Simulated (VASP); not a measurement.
All values below come from LDA (Ceperley-Alder, Perdew-Zunger), VASP's LDA PAW potentials (set 64) (plane waves; VASP 6.6.1).

VASP ran on this input.

### INCAR
```
SYSTEM = CdTe
PREC = Accurate
ENCUT = 400
EDIFF = 1E-8
NELM = 100
ALGO = Normal
LREAL = .FALSE.
LASPH = .TRUE.
ISMEAR = 0
SIGMA = 0.01
LMAXMIX = 4
LWAVE = .FALSE.
LCHARG = .FALSE.
IBRION = 8
NSW = 1
LEPSILON = .TRUE.
```

**POSCAR**
```
CdTe
1
   -0.0000000000     3.2028670773     3.2028670773
    3.2028670773    -0.0000000000     3.2028670773
    3.2028670773     3.2028670773    -0.0000000000
Cd Te
1 1
Direct
  1.0000000000   1.0000000000   1.0000000000
  0.2500000000   0.2500000000   0.2500000000
```

**KPOINTS**
```
Automatic
0
gamma
13 13 13
0 0 0
```

POTCAR, in this order: Cd Te (LDA.64 set). Program: vasp_std.

The resulting files:

File OUTCAR:
```


 HEAD OF MICROSCOPIC STATIC DIELECTRIC TENSOR (INDEPENDENT PARTICLE, excluding Hartree and local field effects)
 ------------------------------------------------------
          10.196744    -0.000000    -0.000000
           0.000000    10.196744     0.000000
          -0.000000     0.000000    10.196744
 ------------------------------------------------------

 MACROSCOPIC STATIC DIELECTRIC TENSOR (including local field effects in DFT)
 ------------------------------------------------------
           9.617399    -0.000000    -0.000000
           0.000000     9.617399     0.000000
           0.000000     0.000000     9.617399
 ------------------------------------------------------

 PIEZOELECTRIC TENSOR (including local field effects)  for field in x, y, z        (e  Angst)
          XX          YY          ZZ          XY          YZ          ZX
  --------------------------------------------------------------------------------
  x    -0.00000    -0.00000    -0.00000     0.00000    -2.44771    -0.00000
  y     0.00000     0.00000    -0.00000     0.00000     0.00000    -2.44771
  z    -0.00000    -0.00000    -0.00000    -2.44771     0.00000     0.00000

 PIEZOELECTRIC TENSOR (including local field effects)  for field in x, y, z        (C/m^2)
          XX          YY          ZZ          XY          YZ          ZX
  --------------------------------------------------------------------------------
  x    -0.00000    -0.00000    -0.00000     0.00000    -0.59679    -0.00000
  y     0.00000     0.00000    -0.00000     0.00000     0.00000    -0.59679
  z    -0.00000    -0.00000    -0.00000    -0.59679     0.00000     0.00000

 BORN EFFECTIVE CHARGES (including local field effects) (in |e|, cummulative output)
 ---------------------------------------------------------------------------------
 ion    1
    1     2.12434    -0.00000    -0.00000
    2    -0.00000     2.12434    -0.00000
    3     0.00000     0.00000     2.12434
 ion    2
    1    -2.12434     0.00000     0.00000
    2     0.00000    -2.12434     0.00000
    3    -0.00000     0.00000    -2.12434

   1 f  =    4.527402 THz    28.446509 2PiTHz  151.017890 cm-1    18.723824 meV

   2 f  =    4.527402 THz    28.446509 2PiTHz  151.017890 cm-1    18.723824 meV

   3 f  =    4.527402 THz    28.446509 2PiTHz  151.017890 cm-1    18.723824 meV

   4 f/i=    0.011943 THz     0.075039 2PiTHz    0.398369 cm-1     0.049391 meV

   5 f/i=    0.011943 THz     0.075039 2PiTHz    0.398369 cm-1     0.049391 meV

   6 f/i=    0.011943 THz     0.075039 2PiTHz    0.398369 cm-1     0.049391 meV

 MACROSCOPIC STATIC DIELECTRIC TENSOR IONIC CONTRIBUTION
 ------------------------------------------------------
           2.480194     0.000000     0.000000
           0.000000     2.480194    -0.000000
           0.000000    -0.000000     2.480194
 ------------------------------------------------------

 ELASTIC MODULI CONTR FROM IONIC RELAXATION (kBar)
 Direction    XX          YY          ZZ          XY          YZ          ZX
 --------------------------------------------------------------------------------
 XX          -0.0000     -0.0000      0.0000     -0.0000      0.0000     -0.0000
 YY          -0.0000     -0.0000     -0.0000     -0.0000     -0.0000     -0.0000
 ZZ           0.0000     -0.0000     -0.0000      0.0000     -0.0000     -0.0000
 XY          -0.0000     -0.0000      0.0000   -209.0589     -0.0000     -0.0000
 YZ           0.0000     -0.0000     -0.0000     -0.0000   -209.0589     -0.0000
 ZX          -0.0000     -0.0000     -0.0000     -0.0000     -0.0000   -209.0589
 --------------------------------------------------------------------------------

 PIEZOELECTRIC TENSOR IONIC CONTR  for field in x, y, z        (C/m^2)
          XX          YY          ZZ          XY          YZ          ZX
  --------------------------------------------------------------------------------
  x    -0.00000     0.00000     0.00000     0.00000     0.67756     0.00000
  y     0.00000     0.00000     0.00000     0.00000     0.00000     0.67756
  z     0.00000     0.00000    -0.00000     0.67756     0.00000    -0.00000
```
(Selected blocks of OUTCAR.)

The dielectric response may not be converged in the k-mesh; for small gaps it tends to come out too large.

The compound is CdTe in the zinc blende structure. It was relaxed first.
